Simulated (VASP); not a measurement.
Method: PBEsol GGA, VASP's PBE PAW potentials (set 64) (plane waves; VASP 6.6.1).

A VASP calculation is set up with these files.

**KPOINTS**
```
Regular mesh
0
G
4 4 4
0 0 0
```

### INCAR
```
! general
SYSTEM =Y2Ni2Sn
PREC   =Accurate
ENCUT  =300   ! plane-wave cut-off (eV)
LREAL  =.FALSE.
LASPH  =.TRUE.

! electronic loop
EDIFF  =1E-6
NELM   =100
ALGO   =Normal   ! blocked Davidson
LMAXMIX=4

! smearing
ISMEAR =-1
SIGMA  =0.136   ! width (eV)

! functional
GGA    =PS   ! PBEsol

! ions
ISIF   =2   ! forces and stress, cell fixed

! output
LWAVE  =.FALSE.
LCHARG =.FALSE.
```

File POSCAR:
```
Y2Ni2Sn
1.0
 -2.1357400000   2.7978350000   4.1464200000
  2.1357400000  -2.7978350000   4.1464200000
  2.1357400000   2.7978350000  -4.1464200000
Y Ni Sn
2 2 1
direct
  0.7032200000   0.2032200000   0.5000000000
  0.2967800000   0.7967800000   0.5000000000
  0.7118000000   0.5000000000   0.2118000000
  0.2882000000   0.5000000000   0.7882000000
  0.0000000000   0.0000000000   0.0000000000
```

POTCAR, in this order: Y_sv Ni Sn_d (PBE.64 set). Program: vasp_std.

At this cut-off the stress carries a Pulay error, which pulls relaxed volumes low. Gaps are read on the run's mesh, which can miss a band edge. Unless said otherwise, spin-orbit coupling is left out, though it shifts the bands of the heavy elements here.

What does the run give for the energy per atom (σ→0), pressure, band gap (on the k-mesh)?

```yaml
energy per atom (σ→0): -6.656 eV/atom
band gap (on the k-mesh): none (metal, semimetal or under 0.01 eV)
pressure: -2.82 GPa
```

OSZICAR:
```
...
DAV:  12    -0.334040325968E+02   -0.94421E-02   -0.68328E-02  1678   0.205E+00    0.118E+00
DAV:  13    -0.333938816450E+02    0.10151E-01   -0.26207E-02  1792   0.140E+00    0.256E-01
DAV:  14    -0.333936695676E+02    0.21208E-03   -0.40329E-03  1856   0.327E-01    0.117E-01
DAV:  15    -0.333936960218E+02   -0.26454E-04   -0.21463E-04  1755   0.716E-02    0.735E-02
DAV:  16    -0.333937051959E+02   -0.91741E-05   -0.37198E-05  1680   0.434E-02    0.659E-02
DAV:  17    -0.333936773021E+02    0.27894E-04   -0.15634E-04  1642   0.103E-01    0.162E-02
DAV:  18    -0.333936771856E+02    0.11652E-06   -0.92603E-06  1192   0.169E-02
   1 F= -.33393677E+02 E0= -.33282449E+02  d E =-.222456E+00
```

The structure comes from a computed database's Y2Ni2Sn entry (Immm); how it stands against other phases isn't given here. The cell was not relaxed at this level. The k-mesh is coarse (spacing up to 0.46 per Å, 2π included), so the numbers may not be converged in it. The run is one of a series of settings (KPOINTS 4×4×4 Γ-centred mesh against the base run), some of them coarse on purpose. The run is not spin-polarised, so no magnetic state was tried.
